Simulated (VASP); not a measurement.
# TiSi (relaxed from the wurtzite structure, space group P6_3/mmc): computed properties

These are r2SCAN meta-GGA, VASP's PBE PAW potentials (set 64) (plane waves; VASP) values and carry that method's errors.

```json
{
 "space_group": "P6_3/mmc (194)",
 "cell": "a = b = 4.387 Å, c = 4.933 Å, α = β = 90.00°, γ = 120.00°",
 "volume_per_atom": "20.56 Å^3/atom",
 "band gap (over mesh and band path)": "none (metal, semimetal or under 0.01 eV)",
 "density": "3.07 g/cm³"
}
```

```yaml
crystal:
  lattice:
    - [4.38730, 0.00000, 0.00000]
    - [-2.19365, 3.79952, 0.00000]
    - [0.00000, 0.00000, 4.93349]
  atoms:
    - { symbol: Ti, position: [0.33333, 0.66667, 0.93753] }
    - { symbol: Ti, position: [0.66667, 0.33333, 0.43753] }
    - { symbol: Si, position: [0.33333, 0.66667, 0.43747] }
    - { symbol: Si, position: [0.66667, 0.33333, 0.93747] }
```

The structure was generated: TiSi was put into the wurtzite type (P6_3mc), which need not be its known phase. It was relaxed first, which changed the volume by -33 %. The relaxed cell has space group P6_3/mmc. Symmetry was kept, so distortions that lower it aren't found.
